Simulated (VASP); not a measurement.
Given:

```xyz
16
Lattice="5.2176 0.0000 0.0000 0.0000 5.2176 0.0000 0.0000 0.0000 7.7504" Properties=species:S:1:pos:R:3 pbc="T T T"
W      0.0000     2.6088     1.7060
W      2.6088     0.0000     2.1692
W      2.6088     0.0000     6.0444
W      0.0000     2.6088     5.5811
O      1.5593     1.5593     5.8128
O      1.0495     4.1681     5.8128
O      3.6583     3.6583     5.8128
O      4.1681     1.0495     5.8128
O      1.0495     1.0495     1.9376
O      1.5593     3.6583     1.9376
O      4.1681     4.1681     1.9376
O      3.6583     1.5593     1.9376
O      0.0000     2.6088     7.6838
O      2.6088     0.0000     3.9418
O      2.6088     0.0000     0.0666
O      0.0000     2.6088     3.8086
```

Computed with LDA (Ceperley-Alder, Perdew-Zunger), VASP's LDA PAW potentials (set 64) (plane waves; VASP). Run with LREAL = Auto, 520 eV cut-off, Gaussian smearing of 0.050 eV, potentials W_sv O.

Unless said otherwise, spin-orbit coupling is left out, though it shifts the bands of the heavy elements here.

Task: Give the energies of bands 55 to 68 at the high-symmetry points, in eV from the valence-band maximum.

Result: 
| band | Γ | X | M | Z | R | A |
|---|---|---|---|---|---|---|
| 55 | -1.15 | -1.73 | -1.88 | -0.80 | -0.95 | -2.01 |
| 56 | -1.13 | -1.73 | -1.88 | -0.80 | -0.95 | -2.01 |
| 57 | -0.81 | -0.69 | -1.62 | -0.80 | -0.82 | -1.44 |
| 58 | -0.81 | -0.69 | -1.62 | -0.80 | -0.82 | -1.44 |
| 59 | -0.77 | -0.65 | -1.31 | -0.61 | -0.82 | -1.44 |
| 60 | -0.77 | -0.65 | -1.31 | -0.61 | -0.82 | -1.44 |
| 61 | -0.36 | -0.55 | -1.07 | -0.61 | -0.57 | -0.68 |
| 62 | -0.34 | -0.55 | -1.07 | -0.61 | -0.57 | -0.68 |
| 63 | -0.09 | -0.34 | 0.00 | -0.34 | -0.57 | -0.68 |
| 64 | -0.09 | -0.34 | 0.00 | -0.34 | -0.57 | -0.68 |
| 65 | 0.96 | 3.23 | 1.60 | 0.96 | 3.51 | 3.00 |
| 66 | 0.96 | 3.23 | 1.60 | 0.96 | 3.51 | 3.00 |
| 67 | 1.65 | 3.26 | 3.94 | 2.92 | 3.51 | 3.00 |
| 68 | 1.65 | 3.26 | 3.94 | 2.92 | 3.51 | 3.00 |

The gap is indirect, 0.96 eV, from the valence maximum at M-Γ at 0.33 to the conduction minimum at Γ-Z at 0.56.

The structure comes from a computed database's WO3 entry (P4/ncc); how it stands against other phases isn't given here. It was relaxed first.
